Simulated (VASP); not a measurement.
Given:

```xyz
4
Lattice="2.8856 0.0000 0.0000 -1.4428 2.4990 0.0000 0.0000 0.0000 24.4278" Properties=species:S:1:pos:R:3 pbc="T T T"
Au     0.0000     0.0000     8.6789
Au     1.4428     0.8330    11.0462
Au     0.0000     1.6660    13.3817
Au     0.0000     0.0000    15.7490
```

Level of theory: PBEsol GGA, VASP's PBE PAW potentials (set 64) (plane waves; VASP). Settings: PREC = Normal, 400 eV cut-off, 11×11×1 Γ-centred mesh, first-order Methfessel-Paxton smearing of 0.10 eV, potentials Au.

Unless said otherwise, spin-orbit coupling is left out, though it shifts the bands of the heavy elements here.

Question: Predict the energy per atom (σ→0), band gap (on the k-mesh) with the smallest direct gap where there is one.

Answer: 
```
Item                                                         Value
------------------------  ----------------------------------------
band gap (on the k-mesh)  none (metal, semimetal or under 0.01 eV)
energy per atom (σ→0)                               -3.707 eV/atom
```

Only differences to runs with the same potentials and settings are physical.

The cell is a thin slab with vacuum, built from Au (fcc): (111) face.
